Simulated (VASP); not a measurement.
Energy against volume of CuAu (L1_0). Level of theory: vdW-DF-cx, VASP's PBE PAW potentials (set 64) (plane waves; VASP). Run with 520 eV cut-off, 13×13×10 Γ-centred mesh, first-order Methfessel-Paxton smearing of 0.10 eV, potentials Cu Au.

Shape and ions are relaxed at each volume.

| V (Å³/atom) | E (eV/atom) |
|---|---|
| 13.925 | -1.02137 |
| 14.355 | -1.02920 |
| 14.786 | -1.02370 |
| 15.217 | -1.00951 |

Question: Fit these four points and predict the energy of the run at 13.494 Å³/atom.

Answer: A cubic in V^(−2/3), the third-order Birch-Murnaghan form, passes through the four points with V0 = 14.36 Å³/atom and B0 = 163 GPa, and gives -0.9942 eV/atom there. The run gave -0.9992 eV/atom, -5.0 meV/atom from the fit; all five points give B0 = 148 GPa.

The compound is CuAu in the L1_0 structure. It was relaxed first.
